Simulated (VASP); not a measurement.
# CdTe under uniaxial [001] stress: direct gap, electron mass and side valleys at TB-mBJ with spin-orbit coupling

We have to decide whether to pull or to press a CdTe element along [001] so that its absorption edge moves to lower energy. The brief, in round numbers of our own choosing, asks for an edge at least 0.030 eV below that of the unstrained crystal, with a strain of no more than 2 %. The nearest side valley must stay at least 0.70 eV above the conduction minimum at Γ, and the electron mass along the axis must stay within 2 % of its unstrained value. Among the rows that pass, the smallest strain wins. The band edges are TB-mBJ values with spin-orbit coupling on LDA cells that are free of stress across the axis. Level energies count from the valence-band top at Γ, and shifts count from the 0 % row.

## Set-up

The start is a typed prototype cell. The crystal was relaxed with LDA. Strain is imposed along [001]; the strain across the axis is adjusted until the stress across it vanishes, and the atoms are relaxed with LDA. VASP 6.6.1, plane waves with PAW, cutoff 450 eV, no spin polarisation. Band edges are single points at TB-mBJ with spin-orbit coupling on these cells, k mesh 7×7×7, read on short lines of k points at the zone centre and through the valleys; energies are counted from the valence-band top at the zone centre. Masses are fitted within 0.05 1/Å of the zone centre. All levels use the PAW data sets made with LDA.

Notes on method and selection:

- A valley's energy from the valence-band top holds the shift of that top as well as the shift of the valley.
- The TB-mBJ parameter c is fixed anew from the density of each cell, so it changes along the series.
- Runs that did not converge, have known faults or may not be shown are not listed, and runs on Ansatz's PAW sets soft_1 and soft_2 are kept to separate tables.

Columns:

- strain (%): strain along the axis (tension positive).
- Γ level (eV): lowest conduction level at Γ.
- Δ valley (eV): lowest conduction level along Γ–X.
- L valley (eV): lowest conduction level at the L points.
- mass, axis (mₑ): electron mass at Γ along the axis.
- mass, across (mₑ): electron mass at Γ across the axis.

Input lines of one member:

```
PREC = Accurate
ENCUT = 450
EDIFF = 1E-06
NELM = 150
ISMEAR = 0
SIGMA = 0.02
LREAL = .FALSE.
ALGO = Normal
METAGGA = MBJ
LASPH = .TRUE.
LNONCOLLINEAR = .TRUE.
NBANDS = 28
GGA_COMPAT = .FALSE.
LSORBIT = .TRUE.
KPAR = 3
```

Command (options for logging and memory left out): `mpirun -np 3 vasp_ncl`

## The series

```
member  sign of the strain  strain (%)  Γ level (eV)  Δ valley (eV)  L valley (eV)  mass, axis (mₑ)  mass, across (mₑ)
−2 %    compression         −2.0        1.616         2.790          2.360          0.1397           0.1377
−1.5 %  compression         −1.5        1.623         2.829          2.370          0.1392           0.1382
−1 %    compression         −1.0        1.628         2.868          2.380          0.1388           0.1378
−0.5 %  compression         −0.5        1.634         2.907          2.388          0.1389           0.1384
0 %     compression         0.0         1.640         2.945          2.396          0.1388           0.1388
0 %     tension             0.0         1.640         2.945          2.396          0.1388           0.1388
+0.5 %  tension             0.5         1.629         2.925          2.387          0.1382           0.1386
+1 %    tension             1.0         1.618         2.905          2.377          0.1377           0.1384
+1.5 %  tension             1.5         1.606         2.885          2.366          0.1372           0.1389
+2 %    tension             2.0         1.594         2.864          2.355          0.1368           0.1387
```

Least-squares fits to the whole series, with x = strain (%); R² and errors in the fitted variable (y, or ln y where the fit is in ln y):

```
y              sign of the strain  members  fit                      R²    rms residual  leave-one-out rms  the same for the mean of the others
Γ level (eV)   compression         5        y = 1.640 + 0.01180 x    1.00  3.7×10⁻⁴      6.5×10⁻⁴           0.010
Γ level (eV)   tension             5        y = 1.6404 − 0.023000 x  1.00  3.7×10⁻⁴      7.2×10⁻⁴           0.020
Δ valley (eV)  compression         5        y = 2.9454 + 0.077600 x  1.00  2.8×10⁻⁴      5.7×10⁻⁴           0.069
Δ valley (eV)  tension             5        y = 2.9452 − 0.040400 x  1.00  2.8×10⁻⁴      5.7×10⁻⁴           0.036
```

## Reading the trend

The gap at Γ falls for both signs of strain, by 0.0118 eV per % of compression and 0.0230 eV per % of tension. Two effects add up. The change of shape splits the heavy- and light-hole states at the valence-band top, and one of them rises whichever way the crystal is strained. The change of volume widens the gap under compression and narrows it under tension. If both are linear, the splitting takes (0.0230 + 0.0118) / 2 = 0.0174 eV per % off the gap, and the volume term is (0.0230 − 0.0118) / 2 = 0.0056 eV per %.

The L valleys support this reading. Stress along [001] leaves them equivalent, yet their energy falls by 2.396 − 2.360 = 0.036 eV at −2 % and by 2.396 − 2.355 = 0.041 eV at +2 %, a mean of (0.036 + 0.041) / 4 = 0.019 eV per %, close to the splitting term.

L is the nearest side valley in every row. It lies 2.396 − 1.640 = 0.756 eV above the Γ level without strain, 0.744 eV at −2 % and 0.761 eV at +2 %. The Δ valley starts 1.305 eV above Γ and comes down to 1.174 eV at −2 % but only to 1.270 eV at +2 %. Compression lowers the single valley on the stress axis, while tension lowers the two across it, and a change of shape moves the single valley twice as far as the pair.

The mass along the axis drops from 0.1397 to 0.1368 mₑ between −2 % and +2 %, about 2 %. The shifts of the hole levels alone would give the opposite sign, since compression brings the light-hole state, which lightens the axial mass, closer to the conduction band. A possible cause is that compression turns the bonds away from the axis and weakens the s–p coupling for motion along it.

## Members off the line

Largest departures from the fit to the whole series:

```
member  sign of the strain  Γ level (eV)  fit    computed − fit  in rms residuals
−1.5 %  compression         1.623         1.622  +0.001          1.9
+1 %    tension             1.618         1.617  +0.001          1.6
0 %     tension             1.640         1.640  0.000           1.1
+2 %    tension             1.594         1.594  0.000           1.1
```

The largest departures from the two gap lines are 0.001 eV, which is the printed rounding. The real break is at zero strain, where the slope changes sign, so a single line through both branches would be wrong.

At −2 % the valence-band top lies slightly off Γ, and the smallest gap is marginally indirect. The tabled direct gap remains usable for an absorption edge.

The mass across the axis moves up and down by up to 0.0006 mₑ from row to row, which we take as scatter of the fit. Its changes under tension are no larger than that. All the masses are probably too heavy, because TB-mBJ tends to overestimate electron masses in such semiconductors, often by some tens of per cent. We therefore use only their ratios.

## Selection

The shift of the edge decides the screening. Under compression the largest is 1.616 − 1.640 = −0.024 eV, at −2 %, so no compressed row meets the brief. Under tension, +0.5 % gives −0.011 eV and +1 % gives 1.618 − 1.640 = −0.022 eV, both too little. The rows at +1.5 % and +2 % pass with −0.034 and −0.046 eV.

Both also meet the other limits. The L valley lies 2.366 − 1.606 = 0.760 eV above Γ at +1.5 % and 0.761 eV at +2 %. With $k_BT$ = 0.0259 eV at 300 K, the first is 0.760 / 0.0259 = 29 thermal energies, so thermal transfer of electrons to L is negligible. The axial mass changes by 0.1372 / 0.1388 − 1 = −1.2 % and 0.1368 / 0.1388 − 1 = −1.4 %. At a fixed scattering time, where mobility goes as $1/m$, that is a gain of just over 1 %.

For the edge as a wavelength we use $\lambda = hc/E$ with $hc$ = 1240 eV nm. The unstrained crystal gives 1240 / 1.640 = 756 nm and the +1.5 % row 1240 / 1.606 = 772 nm, a shift of 16 nm. TB-mBJ gaps of such semiconductors are commonly off by roughly 0.2 eV, which moves the absolute edge by about 1240 × 0.2 / 1.640² = 92 nm. The same error changes the 16 nm shift only to between about 13 and 21 nm. The table therefore serves to choose a shift, not to place an edge.

The element should therefore be pulled: our pick is +1.5 %, with +2 % as runner-up. The light must be polarised across the axis, because under tension the valence-band top is the heavy-hole state, which at Γ does not absorb light polarised along the axis. The pick fails if the true shift is smaller than the computed one by more than 1 − 0.030 / 0.034 = 12 %; the runner-up tolerates 1 − 0.030 / 0.046 = 35 %. A measured shift per strain on a test piece would settle the choice. Strength could overturn both, since bulk CdTe yields or cracks well below such strains, and only thin or very small pieces are likely to bear them.

## Summary

Between −2 % and +2 %, either sign of [001] strain narrows the direct gap, tension about twice as strongly as compression (0.0230 / 0.0118 = 1.9). The conduction minimum stays at Γ, far below the side valleys, and the electron mass hardly changes.

Two effects outside the series exceed its whole spread in gap, 1.640 − 1.594 = 0.046 eV. Warming to room temperature lowers the gap by roughly 0.1 eV. The LDA cell is too small, by roughly 1 % in length, which raises the computed gap by something like 0.1 eV. Both act on all rows in nearly the same way, so they matter much less for the shifts than for the gap itself.

[Logs are printed without paths, hosts, clocks, repeated set-up lines and the standing remarks that a program may print on its own settings, such as how far it seeks lower states.]
